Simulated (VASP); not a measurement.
# RbAgBr2: structure and properties in VASP, part 4 of 6

Aim: relax RbAgBr2, then compute properties on the relaxed cell. The cell is invented: it takes the structure of a Materials Project entry for RbBr (space group 221 there), with some of its atoms replaced by other elements, volume scaled by an estimate. It may not be a known or stable phase.

VASP 6.6.1, plane waves and PAW; the level of theory is named at each step.

So far, gap on the k-mesh (eV): step 2 (rough relaxation of the start cell) 1.72; step 3 (full relaxation (optB86b-vdW)) 1.76.

## 6. Total and projected DOS (optB86b-vdW)

Level of this step: optB86b-vdW; plane waves and PAW (Ag, Rb_sv, Br); invented cell (VASP).

Here the states are counted by energy and projected on the atoms. The mesh is finer than in the run before.

The input, INCAR:

```
SYSTEM = RbAgBr2
PREC = Accurate
ENCUT = 400
EDIFF = 1E-06
NELM = 100
ISMEAR = -5
SIGMA = 0.05
LREAL = .FALSE.
ALGO = Normal
GGA = MK
AGGAC = 0
LUSE_VDW = .TRUE.
PARAM1 = 0.1234
PARAM2 = 1
LASPH = .TRUE.
NBANDS = 31
LORBIT = 11
LWAVE = .FALSE.
LCHARG = .FALSE.
KPAR = 2
NEDOS = 2001
```

The input, POSCAR:

```
RbAgBr2
1.0
    3.7516948035      0.0000000000      0.0000000000
    0.0000000000      3.7516948035      0.0000000000
    0.0000000000      0.0000000000      7.7717625749
Ag Rb Br
1 1 2
Direct
    0.0000000000      0.0000000000      0.5000000000
    0.0000000000      0.0000000000      0.0000000000
    0.5000000000      0.5000000000      0.7224232091
    0.5000000000      0.5000000000      0.2775767909
```

The input, KPOINTS:

```
Automatic mesh
0
Gamma
9 9 5
0 0 0
```

Potentials, in the order of the species: Ag, Rb_sv and Br (PBE family, release 64).

Run with:

```console
> mpirun -np 2 vasp_std
```

What it wrote:

```text
[... set-up lines as in an earlier step ...]
 entering main loop
       N       E                     dE             d eps       ncg     rms          rms(c)
DAV:   1     0.176415467030E+03    0.17642E+03   -0.12967E+04  2790   0.800E+02
DAV:   2     0.721004080761E+01   -0.16921E+03   -0.15889E+03  3287   0.186E+02
DAV:   3    -0.247511445272E+01   -0.96852E+01   -0.96178E+01  3624   0.436E+01
DAV:   4    -0.267771236340E+01   -0.20260E+00   -0.20233E+00  3963   0.543E+00
DAV:   5    -0.267925261755E+01   -0.15403E-02   -0.15402E-02  3572   0.463E-01    0.529E+00
DAV:   6    -0.214557661953E+01    0.53368E+00   -0.53800E-01  3071   0.731E+00    0.351E+00
DAV:   7    -0.211364776584E+01    0.31929E-01   -0.38483E-01  3259   0.303E+00    0.188E+00
DAV:   8    -0.211315493141E+01    0.49283E-03   -0.39026E-02  3161   0.136E+00    0.453E-01
DAV:   9    -0.211301953742E+01    0.13539E-03   -0.35144E-03  3345   0.675E-01    0.123E-01
DAV:  10    -0.211313132301E+01   -0.11179E-03   -0.86733E-04  3208   0.206E-01    0.458E-02
DAV:  11    -0.211319093021E+01   -0.59607E-04   -0.16182E-04  3390   0.891E-02    0.357E-02
DAV:  12    -0.211318357792E+01    0.73523E-05   -0.20836E-05  3380   0.336E-02    0.126E-02
DAV:  13    -0.211318414686E+01   -0.56894E-06   -0.10279E-05  3317   0.174E-02    0.330E-03
DAV:  14    -0.211318407003E+01    0.76835E-07   -0.70400E-07  1942   0.503E-03
   1 F= -.21131841E+01 E0= -.21131841E+01  d E =0.000000E+00
```

Run time: 77 s. Hardware: 2 MPI ranks of AMD EPYC 7R43, shared host; peak memory 0.82 GiB; 2.6 min of CPU time.

Parts of OUTCAR (step 6):

```text
   k-points           NKPTS =     45   k-points in BZ     NKDIM =     45   number of bands    NBANDS=     31

   NELECT =      34.0000    total number of electrons

 E-fermi :   1.5113

 k-point     1 :       0.0000    0.0000    0.0000
  band No.  band energies     occupation
    ...
     13       0.7219      2.00000
     14       0.7230      2.00000
     15       0.7230      2.00000
     16       1.3895      2.00000
     17       1.3895      2.00000
     18       3.2631      0.00000
     19       6.6323      0.00000
     20       6.8660      0.00000
     21       7.0494      0.00000
     22       9.6469      0.00000
    ...

Total vdW correction in eV:      6.5236600

  Total       -0.0090860     -0.0090860     -0.0161427      0.0000000      0.0000000      0.0000000
  in kB       -0.1330781     -0.1330781     -0.2364356      0.0000000      0.0000000      0.0000000
  external PRESSURE =      -0.1675306 kB  Pullay stress =       0.0000000 kB

 POSITION                                       TOTAL-FORCE (eV/Angst)
 -----------------------------------------------------------------------------------
      0.00000      0.00000      3.88588        -0.000000     -0.000000      0.000000
      0.00000      0.00000      0.00000        -0.000000     -0.000000      0.000000
      1.87585      1.87585      5.61450        -0.000000      0.000000     -0.010451
      1.87585      1.87585      2.15726         0.000000      0.000000      0.010451
 -----------------------------------------------------------------------------------
    total drift:                                0.000000     -0.000000      0.000000

  FREE ENERGIE OF THE ION-ELECTRON SYSTEM (eV)
  ---------------------------------------------------
  free  energy   TOTEN  =        -2.1131840700 eV

  energy  without entropy=       -2.1131840700  energy(sigma->0) =       -2.11318407

Total vdW correction in eV:      6.5236411

[... 6 parts as in an earlier step ...]

[... 10 further parts left out ...]
```

Numbers from this step:

* SCF cycles: 14
* irreducible k-points: 45
* free energy (TOTEN): -2.113 eV
* Fermi energy: 1.511 eV
* pressure: -0.01675 GPa
* valence top at k: 0.4444, 0, 0.4
* gap on the k-mesh: 1.771 eV
* least direct gap on the k-mesh: 1.874 eV

The density of states has structure finer than the step of the table below, so its rows give means over 1 eV, whole bins alone (the curve runs from -12.0 to 8.31 eV). Peaks (eV: height): total -10.0: 18.6, -9.7: 31.1, -2.4: 11.9, -2.1: 18.2; Ag d -2.4: 6.91, -2.1: 14.0, -1.6: 7.39, -0.9: 3.15; Br p -2.8: 2.51, -0.9: 4.28, -0.8: 3.81, -0.4: 4.83; Ag s -3.2: 0.291, 3.3: 1.76; Rb p -10.0: 15.5, -9.7: 27.0.

States under -12.0 eV and over 8.3 eV are left out; flat bands give spikes narrower than the energy grid, so sums over such rows miss the true count of states. Density of states against energy, zero at the valence-band top; means over each step; values in states/eV/cell:

| energy (eV) | total | Ag d | Br p | Ag s | Rb p |
| --- | --- | --- | --- | --- | --- |
| -11 | 0 | 0 | 0 | 0 | 0 |
| -10 | 6.13 | 9.9e-4 | 0.0186 | 4.6e-4 | 5.28 |
| -9 | 0.716 | 0 | 6.5e-4 | 8.3e-6 | 0.647 |
| -8 | 0 | 0 | 0 | 0 | 0 |
| -7 | 0 | 0 | 0 | 0 | 0 |
| -6 | 0 | 0 | 0 | 0 | 0 |
| -5 | 0 | 0 | 0 | 0 | 0 |
| -4 | 0.102 | 0.0111 | 0.0332 | 0.00745 | 6.4e-4 |
| -3 | 5.73 | 1.92 | 1.62 | 0.121 | 0.0436 |
| -2 | 8.00 | 5.33 | 1.16 | 0.0246 | 0.0238 |
| -1 | 5.16 | 1.37 | 2.19 | 0.00699 | 0.0473 |
| 0 | 2.69 | 0.514 | 1.41 | 5.6e-4 | 0.0100 |
| 1 | 0 | 0 | 0 | 0 | 0 |
| 2 | 0.0542 | 6.0e-5 | 0.00817 | 0.0147 | 4.0e-4 |
| 3 | 1.83 | 0.0104 | 0.283 | 0.626 | 0.00902 |
| 4 | 0.0784 | 5.3e-4 | 0.0140 | 0.0270 | 1.9e-4 |
| 5 | 0.799 | 0.00468 | 0.0366 | 0.00420 | 0.00567 |
| 6 | 3.42 | 0.0255 | 0.169 | 0.0209 | 0.0408 |
| 7 | 2.64 | 0.0352 | 0.195 | 0.0203 | 0.0382 |

The gap on this mesh is 1.77 eV. In the top eV of the valence band the largest shares in the PAW spheres are Br p 48 % and Ag d 22 %. The rest lies in smaller channels or between the spheres.

## 7. Band structure (r2SCAN)

This step: r2SCAN; plane waves and PAW (Ag, Rb_sv, Br); invented cell (VASP 6.6.1).

Levels along the symmetry lines show where the bands peak and cross; KPOINTS_OPT computes them in the converged potential. r2SCAN adds the kinetic-energy density, costs more than a GGA and is run with LASPH.

The input, INCAR:

```
SYSTEM = RbAgBr2
PREC = Accurate
ENCUT = 400
EDIFF = 1E-06
NELM = 100
ISMEAR = -1
SIGMA = 0.05
LREAL = .FALSE.
ALGO = Normal
METAGGA = R2SCAN
LASPH = .TRUE.
NBANDS = 31
LORBIT = 11
LWAVE = .FALSE.
LCHARG = .FALSE.
KPAR = 2
```

POSCAR is that of step 6.

The input, KPOINTS:

```
Automatic mesh
0
Gamma
6 6 3
0 0 0
```

The input, KPOINTS_OPT:

```
Line mode
16
Line-mode
Reciprocal
  0.00000000   0.00000000   0.00000000 GAMMA
  0.00000000   0.50000000   0.00000000 X

  0.00000000   0.50000000   0.00000000 X
  0.50000000   0.50000000   0.00000000 M

  0.50000000   0.50000000   0.00000000 M
  0.00000000   0.00000000   0.00000000 GAMMA

  0.00000000   0.00000000   0.00000000 GAMMA
  0.00000000   0.00000000   0.50000000 Z

  0.00000000   0.00000000   0.50000000 Z
  0.00000000   0.50000000   0.50000000 R

  0.00000000   0.50000000   0.50000000 R
  0.50000000   0.50000000   0.50000000 A

  0.50000000   0.50000000   0.50000000 A
  0.00000000   0.00000000   0.50000000 Z

  0.00000000   0.50000000   0.00000000 X
  0.00000000   0.50000000   0.50000000 R

  0.50000000   0.50000000   0.00000000 M
  0.50000000   0.50000000   0.50000000 A
```

Run with:

```console
> mpirun -np 2 vasp_std
```

What it wrote:

```text
[banner, memory and clock lines left out]
running    2 mpi-ranks, on    1 nodes
 distrk:  each k-point on    1 cores,    2 groups
 distr:  one band on    1 cores,    1 groups

 POSCAR found type information on POSCAR AgRbBr
 POSCAR found :  3 types and       4 ions
 [... a notice as in an earlier step ...]

 LDA part: xc-table for (None), standard interpolation
 POSCAR, INCAR and KPOINTS ok, starting setup
 FFT: planning ... GRIDC
 FFT: planning ... GRID_SOFT
 FFT: planning ... GRID
 WAVECAR not read
 entering main loop
       N       E                     dE             d eps       ncg     rms          rms(c)
DAV:   1     0.107422186971E+03    0.10742E+03   -0.13179E+04  1240   0.821E+02
DAV:   2    -0.651328418897E+02   -0.17256E+03   -0.16074E+03  1476   0.189E+02
DAV:   3    -0.751718128588E+02   -0.10039E+02   -0.99660E+01  1632   0.449E+01
DAV:   4    -0.753993580849E+02   -0.22755E+00   -0.22723E+00  1712   0.571E+00
DAV:   5    -0.754009138910E+02   -0.15558E-02   -0.15558E-02  1594   0.495E-01    0.516E+00
DAV:   6    -0.660743303575E+02    0.93266E+01   -0.50829E+00  1720   0.161E+01    0.553E+00
DAV:   7    -0.659875649739E+02    0.86765E-01   -0.40609E-01  1490   0.326E+00    0.349E+00
DAV:   8    -0.659583508334E+02    0.29214E-01   -0.15137E-01  1488   0.228E+00    0.912E-01
DAV:   9    -0.659637093275E+02   -0.53585E-02   -0.18403E-02  1459   0.770E-01    0.363E-01
DAV:  10    -0.659636110593E+02    0.98268E-04   -0.52704E-03  1441   0.482E-01    0.950E-02
DAV:  11    -0.659636923999E+02   -0.81341E-04   -0.44086E-04  1505   0.168E-01    0.336E-02
DAV:  12    -0.659637048535E+02   -0.12454E-04   -0.38442E-05  1493   0.505E-02    0.121E-02
DAV:  13    -0.659637103745E+02   -0.55210E-05   -0.78722E-06  1401   0.164E-02    0.326E-03
DAV:  14    -0.659637107202E+02   -0.34565E-06   -0.73454E-07  1102   0.620E-03
   1 F= -.65963711E+02 E0= -.65963711E+02  d E =-.128571E-10
 Start KPOINTS_OPT (optional k-point list driver)
k-point batch [1-20\144]
       N       E                     dE             ncg
DAV:   1     0.508351330773E+03   -0.94148E+04     1240
DAV:   2    -0.306929639972E+04   -0.35776E+04     1460
DAV:   3    -0.326375358043E+04   -0.19446E+03     1608
DAV:   4    -0.326788360373E+04   -0.41300E+01     1806
DAV:   5    -0.326791637122E+04   -0.32767E-01     1563
DAV:   6    -0.326791682033E+04   -0.44911E-03     1716
DAV:   7    -0.326791682257E+04   -0.22424E-05     1412
DAV:   8    -0.326791682266E+04   -0.83873E-07      960
[...]
k-point batch [141-144\144]
       N       E                     dE             ncg
DAV:   1     0.169111201096E+05   -0.44378E+04      248
DAV:   2     0.162471523690E+05   -0.66397E+03      306
DAV:   3     0.162125696302E+05   -0.34583E+02      297
DAV:   4     0.162117433823E+05   -0.82625E+00      384
DAV:   5     0.162117378877E+05   -0.54945E-02      297
DAV:   6     0.162117378112E+05   -0.76554E-04      328
DAV:   7     0.162117378104E+05   -0.78800E-06      251
```

Run time: 5.6 min. Hardware: 2 MPI ranks; peak memory 0.37 GiB.

Parts of OUTCAR (step 7):

```text
   NELECT =      34.0000    total number of electrons

 E-fermi :   2.4210

 k-point     1 :       0.0000    0.0000    0.0000
  band No.  band energies     occupation
    ...
     13       0.4439      2.00000
     14       0.4440      2.00000
     15       0.4440      2.00000
     16       1.1399      2.00000
     17       1.1399      2.00000
     18       3.6824      0.00000
     19       6.9487      0.00000
     20       7.1646      0.00000
     21       7.5134      0.00000
     22      10.1866      0.00000
    ...

  Total        0.5375849      0.5375849      0.5740493      0.0000000      0.0000000      0.0000000
  in kB        7.8737772      7.8737772      8.4078550      0.0000000      0.0000000      0.0000000
  external PRESSURE =       8.0518032 kB  Pullay stress =       0.0000000 kB

 POSITION                                       TOTAL-FORCE (eV/Angst)
 -----------------------------------------------------------------------------------
      0.00000      0.00000      3.88588        -0.000000      0.000000     -0.000000
      0.00000      0.00000      0.00000        -0.000000      0.000000     -0.000000
      1.87585      1.87585      5.61450        -0.000000      0.000000     -0.006261
      1.87585      1.87585      2.15726         0.000000     -0.000000      0.006261
 -----------------------------------------------------------------------------------
    total drift:                                0.000000     -0.000000      0.000000

  FREE ENERGIE OF THE ION-ELECTRON SYSTEM (eV)
  ---------------------------------------------------
  free  energy   TOTEN  =       -65.9637107202 eV

  energy  without entropy=      -65.9637107202  energy(sigma->0) =      -65.96371072

[... 8 parts as in an earlier step ...]

[... 9 further parts left out ...]
```

Numbers from this step:

| Property | Result |
| --- | --- |
| irreducible k-points | 20 |
| free energy (TOTEN) | -65.9637 eV |
| Fermi energy | 2.421 eV |
| pressure | 0.8052 GPa |
| least gap on mesh and path | 2.413 eV |
| least direct gap on mesh and path | 2.542 eV |
| valence top at k | 0, 0.5, 0.5 |

The electronic bands at the labelled points (eV, zero at the valence-band top; v1 is the highest filled band, c1 the lowest empty one):

| point | v4 | v3 | v2 | v1 | c1 | c2 | c3 | c4 |
| --- | --- | --- | --- | --- | --- | --- | --- | --- |
| Γ | -0.82 | -0.82 | -0.13 | -0.13 | 2.41 | 5.68 | 5.90 | 6.24 |
| 0.53 of the way | -1.55 | -0.43 | -0.37 | -0.22 | 3.75 | 5.62 | 7.21 | 7.40 |
| X | -1.61 | -0.41 | -0.33 | -0.08 | 3.70 | 6.39 | 7.06 | 7.82 |
| 0.53 of the way | -1.22 | -1.03 | -0.78 | -0.19 | 3.72 | 6.11 | 6.49 | 6.98 |
| M | -0.90 | -0.86 | -0.86 | -0.43 | 3.07 | 6.27 | 6.53 | 6.53 |
| 0.47 of the way | -1.44 | -1.06 | -0.65 | -0.48 | 3.87 | 6.78 | 7.29 | 7.80 |
| Γ | -0.82 | -0.82 | -0.13 | -0.13 | 2.41 | 5.68 | 5.90 | 6.24 |
| 0.47 of the way | -0.87 | -0.87 | -0.09 | -0.09 | 2.73 | 5.70 | 5.89 | 5.91 |
| Z | -0.91 | -0.91 | -0.05 | -0.05 | 3.14 | 5.16 | 5.89 | 6.19 |
| 0.47 of the way | -1.39 | -1.00 | -0.46 | -0.20 | 3.69 | 6.04 | 6.77 | 7.41 |
| R | -1.58 | -0.54 | -0.42 | 0.00 | 4.27 | 5.91 | 6.07 | 8.69 |
| 0.47 of the way | -1.40 | -0.98 | -0.80 | -0.50 | 3.78 | 6.62 | 7.30 | 7.62 |
| A | -1.20 | -0.70 | -0.70 | -0.54 | 3.38 | 5.14 | 5.99 | 5.99 |
| 0.47 of the way | -1.54 | -0.90 | -0.89 | -0.53 | 4.13 | 6.80 | 7.31 | 7.82 |
| Z | -0.91 | -0.91 | -0.05 | -0.05 | 3.14 | 5.16 | 5.89 | 6.19 |
| jump to X | -1.61 | -0.41 | -0.33 | -0.08 | 3.70 | 6.39 | 7.06 | 7.82 |
| 0.47 of the way | -1.59 | -0.47 | -0.37 | -0.04 | 3.91 | 6.22 | 6.53 | 8.32 |
| R | -1.58 | -0.54 | -0.42 | 0.00 | 4.27 | 5.91 | 6.07 | 8.69 |
| jump to M | -0.90 | -0.86 | -0.86 | -0.43 | 3.07 | 6.27 | 6.53 | 6.53 |
| 0.47 of the way | -1.01 | -0.79 | -0.79 | -0.49 | 3.19 | 5.72 | 6.25 | 6.25 |
| A | -1.20 | -0.70 | -0.70 | -0.54 | 3.38 | 5.14 | 5.99 | 5.99 |

Of the projections kept (Ag, Rb, Br), the largest for each band there; the rest of the weight can lie on other orbitals:

| point | v4 | v3 | v2 | v1 | c1 | c2 | c3 | c4 |
| --- | --- | --- | --- | --- | --- | --- | --- | --- |
| Γ | Br 0.97 | Br 0.97 | Br 0.72 | Br 0.72 | Ag 0.63 | Rb 0.54 | Rb 0.88 | Ag 0.50 |
| X | Ag 0.94 | Br 0.75 | Br 1.00 | Br 0.72 | Ag 0.68 | Ag 0.49 | Rb 0.48 | Rb 0.59 |
| M | Ag 0.69 | Ag 0.67 | Ag 0.67 | Br 1.00 | Ag 0.90 | Ag 0.63 | Ag 0.54 | Ag 0.54 |
| Γ | Br 0.97 | Br 0.97 | Br 0.72 | Br 0.72 | Ag 0.63 | Rb 0.54 | Rb 0.88 | Ag 0.50 |
| Z | Br 0.98 | Br 0.98 | Br 0.74 | Br 0.74 | Ag 0.58 | Ag 0.39 | Rb 0.90 | Rb 0.53 |
| R | Ag 0.93 | Br 0.68 | Br 0.99 | Br 0.74 | Ag 0.68 | Rb 0.79 | Ag 0.38 | Rb 0.44 |

The gap moves by +0.67 eV against optB86b-vdW.

On this path the gap is indirect, 2.41 eV, with the valence top at R and the conduction bottom at Γ. The least direct gap is 2.54 eV.

(Part 4 of 6 ends here.)

[Lines on the potential files, build, host, timing and source positions are cut from VASP's logs without a mark.]

[Logs are printed without paths, hosts, clocks, repeated set-up lines and the standing remarks that a program may print on its own settings, such as how far it seeks lower states.]

[Hosts, paths, dates, database ids (printed as entryN), source tags and the programs' standing remarks are cut or masked in the printed files.]

[A measured line is paired with the nearest computed mode of its activity, which favours agreement.]
